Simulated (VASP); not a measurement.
Calculation: TPSS meta-GGA, VASP's PBE PAW potentials (set 64) (plane waves; VASP 6.6.1).

VASP ran on this input.

**INCAR**
```
SYSTEM = Tb
PREC = Accurate
ENCUT = 520
EDIFF = 1E-7
NELM = 100
ALGO = Normal
LREAL = .FALSE.
LASPH = .TRUE.
ISMEAR = -5
METAGGA = TPSS
LMIXTAU = .TRUE.
LMAXMIX = 6
LWAVE = .FALSE.
LCHARG = .FALSE.
LORBIT = 11
NEDOS = 601
ISIF = 2
```

**POSCAR**
```
Tb
1
    1.8030083149    -3.1229015521    -0.0000000000
    1.8030083149     3.1229015521    -0.0000000000
    0.0000000000    -0.0000000000     5.6056802969
Tb
2
Direct
  0.3333330000   0.6666670000   0.2500000000
  0.6666670000   0.3333330000   0.7500000000
```

File KPOINTS:
```
K-points
0
G
 13 13 8
0 0 0
```

### KPOINTS_OPT
```
k-points along high-symmetry lines
6
Line-mode
Reciprocal
  0.000000   0.000000   0.000000 ! GAMMA
  0.000000   0.500000   0.000000 ! M

  0.000000   0.500000   0.000000 ! M
 -0.333333   0.666667   0.000000 ! K

 -0.333333   0.666667   0.000000 ! K
  0.000000   0.000000   0.000000 ! GAMMA

  0.000000   0.000000   0.000000 ! GAMMA
  0.000000   0.000000   0.500000 ! A

  0.000000   0.000000   0.500000 ! A
  0.000000   0.500000   0.500000 ! L

  0.000000   0.500000   0.500000 ! L
 -0.333333   0.666667   0.500000 ! H

 -0.333333   0.666667   0.500000 ! H
  0.000000   0.000000   0.500000 ! A

  0.000000   0.500000   0.500000 ! L
  0.000000   0.500000   0.000000 ! M

 -0.333333   0.666667   0.500000 ! H
 -0.333333   0.666667   0.000000 ! K
```

POTCAR, in this order: Tb_3 (PBE.64 set). Program: vasp_std.

The resulting files:

### OUTCAR
```
 ion  position               nearest neighbor table
   1  0.333  0.667  0.250-   2 3.49   2 3.49   2 3.49   2 3.49   2 3.49   2 3.49
   2  0.667  0.333  0.750-   1 3.49   1 3.49   1 3.49   1 3.49   1 3.49   1 3.49
  LATTYP: Found a hexagonal cell.
 ALAT       =     3.6060162351
 C/A-ratio  =     1.5545355127
 Subroutine PRICEL returns:
 Original cell was already a primitive cell.
 Subroutine GETGRP returns: Found 24 space group operations
The static configuration has the point symmetry D_3d.
 The point group associated with its full space group is D_6h.
The dynamic configuration has the point symmetry D_3d.
 Subroutine INISYM returns: Found 24 space group operations
 Subroutine IBZKPT returns following result:
 Found    105 irreducible k-points:

 Following reciprocal coordinates:
            Coordinates               Weight
  0.000000  0.000000  0.000000      1.000000
  0.076923  0.000000  0.000000      6.000000
  0.153846  0.000000  0.000000      6.000000
  0.230769  0.000000  0.000000      6.000000
  0.307692  0.000000  0.000000      6.000000
  0.384615  0.000000  0.000000      6.000000
  0.461538  0.000000  0.000000      6.000000
...
```

File OSZICAR:
```
       N       E                     dE             d eps       ncg     rms          rms(c)
DAV:   1     0.502309571606E+02    0.50231E+02   -0.10309E+04  2730   0.148E+03
DAV:   2    -0.990532546939E+01   -0.60136E+02   -0.59057E+02  2870   0.319E+02
DAV:   3    -0.127215235054E+02   -0.28162E+01   -0.26791E+01  3854   0.399E+01
DAV:   4    -0.127961235992E+02   -0.74600E-01   -0.73677E-01  3543   0.641E+00
DAV:   5    -0.127982691292E+02   -0.21455E-02   -0.21379E-02  4188   0.887E-01    0.276E+01
DAV:   6    -0.173002940236E+02   -0.45020E+01   -0.36925E+01  2730   0.705E+02    0.149E+01
DAV:   7    -0.167081254236E+02    0.59217E+00   -0.18141E+00  4636   0.502E+01    0.558E-01
DAV:   8    -0.172164061348E+02   -0.50828E+00   -0.64222E-01  2730   0.110E+01    0.337E-01
DAV:   9    -0.163802063319E+02    0.83620E+00   -0.26986E+02  2730   0.572E+03    0.158E-01
DAV:  10    -0.173131719517E+02   -0.93297E+00   -0.51019E-01  2730   0.948E+00    0.253E-01
DAV:  11    -0.173187850105E+02   -0.56131E-02   -0.59288E-03  3560   0.690E-01    0.147E-01
DAV:  12    -0.173219745152E+02   -0.31895E-02   -0.42887E-04  3020   0.230E-01    0.421E-02
DAV:  13    -0.173219954297E+02   -0.20914E-04   -0.23611E-04  2965   0.114E-01    0.373E-02
DAV:  14    -0.173226793250E+02   -0.68390E-03   -0.16510E-04  2820   0.155E-01    0.931E-03
DAV:  15    -0.173227077100E+02   -0.28385E-04   -0.57816E-06  3300   0.280E-02    0.576E-03
DAV:  16    -0.173227379102E+02   -0.30200E-04   -0.72153E-06  2840   0.294E-02    0.624E-03
DAV:  17    -0.173227437690E+02   -0.58588E-05   -0.10295E-06  3040   0.119E-02    0.531E-03
DAV:  18    -0.173227432378E+02    0.53119E-06   -0.10900E-07  2145   0.340E-03    0.367E-03
DAV:  19    -0.173227467423E+02   -0.35045E-05   -0.64876E-07  2830   0.103E-02    0.350E-04
DAV:  20    -0.173227467901E+02   -0.47881E-07   -0.15757E-08  1535   0.167E-03
   1 F= -.17322747E+02 E0= -.17322747E+02  d E =0.000000E+00
       N       E                     dE             ncg
```

OUTCAR:
```
------------------------ aborting loop because EDIFF is reached ----------------------------------------
  FORCE on cell =-STRESS in cart. coord.  units (eV):
  Direction    XX          YY          ZZ          XY          YZ          ZX
  --------------------------------------------------------------------------------------
  Total       -0.0549213     -0.0549213      0.0895717      0.0000000     -0.0000000      0.0000000
  in kB       -1.3939183     -1.3939179      2.2733550      0.0000000     -0.0000000      0.0000000
  external PRESSURE =      -0.1714938 kB  Pullay stress =       0.0000000 kB
  volume of cell :       63.13
      direct lattice vectors                 reciprocal lattice vectors
     1.803008315 -3.122901552  0.000000000     0.277314306 -0.160107513  0.000000000
     1.803008315  3.122901552  0.000000000     0.277314306  0.160107513  0.000000000
     0.000000000  0.000000000  5.605680297     0.000000000  0.000000000  0.178390480
 POSITION                                       TOTAL-FORCE (eV/Angst)
 -----------------------------------------------------------------------------------
      1.80301      1.04097      1.40142         0.000000     -0.000000      0.000000
      1.80301     -1.04097      4.20426        -0.000000      0.000000      0.000000
 -----------------------------------------------------------------------------------
    total drift:                               -0.000004      0.000108     -0.000011
  FREE ENERGIE OF THE ION-ELECTRON SYSTEM (eV)
  ---------------------------------------------------
  free  energy   TOTEN  =       -17.3227467901 eV

  energy  without entropy=      -17.3227467901  energy(sigma->0) =      -17.32274679

 total charge

# of ion       s       p       d       tot
------------------------------------------
    1        0.408   6.303   1.127   7.838
    2        0.408   6.303   1.127   7.838
--------------------------------------------------
tot          0.817  12.605   2.253  15.676
```
(Selected blocks of OUTCAR.)

The 4f electrons are frozen in the core of the lanthanide potential, so 4f levels, which can set the real gap, and their magnetism are missing. For a metal the tetrahedron method with Blöchl corrections gives inexact stress and forces.

The compound is Tb in the hcp structure. It was relaxed first.
